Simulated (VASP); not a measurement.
Crystal: CsLiCr2Te2S3.

```
CELL_PARAMETERS angstrom
3.42162 -5.18069 0.00784
3.42162 5.18069 0.00784
-2.90411 0.00000 7.43093
ATOMIC_POSITIONS crystal
Cs 0.09374 0.09374 0.00853
Li 0.58875 0.58875 0.55336
Cr 0.05646 0.46755 0.55790
Cr 0.46755 0.05646 0.55790
Te 0.56486 0.87357 0.29035
Te 0.87357 0.56486 0.29035
S 0.81151 0.39697 0.73347
S 0.39697 0.81151 0.73347
S 0.21404 0.21404 0.48371
```

The cell was built by a generator and needn't be a form met in nature.

* Program: VASP 6.6.1
* Task: single point
* Functional: PBE
* Potentials or basis: VASP PAW PBE potentials, release 64 (Cs_sv, Li_sv, Cr_pv, Te, S)
* Cutoff: 520 eV
* k mesh: 5 × 5 × 4
* Occupations: fermi-dirac, width 0.05 eV
* Spin: collinear spin, ferromagnetic start
* Starting moments: [0.0, 0.0, 3.0, 3.0, 0.0, 0.0, 0.0, 0.0, 0.0] μB

On this cell: largest force 0.012 eV/Å; net moment 4.01 μB per cell; site moments Cs -0.00; Li +0.00; Cr +2.27; Te -0.19; S -0.08 μB; band gap on the k mesh none (metal or under the smearing width).

The same run follows on a disturbed copy (atoms moved at random, drawn with an rms of 0.05 Å):

```
CELL_PARAMETERS angstrom
3.42162 -5.18069 0.00784
3.42162 5.18069 0.00784
-2.90411 0.00000 7.43093
ATOMIC_POSITIONS crystal
Cs 0.08534 0.08622 0.00516
Li 0.58392 0.58588 0.55856
Cr 0.06365 0.47236 0.56229
Cr 0.46962 0.05897 0.55660
Te 0.56271 0.86673 0.28451
Te 0.87331 0.56353 0.29533
S 0.81158 0.38886 0.72986
S 0.39649 0.81693 0.73367
S 0.20642 0.21106 0.48262
```

Q: What changes?

A: The energy (extrapolated to zero smearing) moves by +3.3 meV/atom; largest force 0.565 eV/Å; net moment 4.02 μB per cell; site moments Cs -0.00; Li +0.00; Cr +2.19, +2.33; Te -0.19, -0.18; S -0.08 μB; band gap on the k mesh none (metal or under the smearing width).

Forces on the atoms (eV/Å):
```
Cs   0.019  0.001  0.042
Li   0.033 -0.010 -0.051
Cr  -0.075  0.115 -0.175
Cr  -0.272  0.028 -0.494
Te  -0.134  0.114  0.162
Te   0.047  0.024 -0.054
S    0.191  0.125  0.323
S    0.044 -0.132  0.178
S    0.149 -0.266  0.070
```

Caveats: only a ferromagnetic start was run, and an antiferromagnetic order may lie lower in energy.
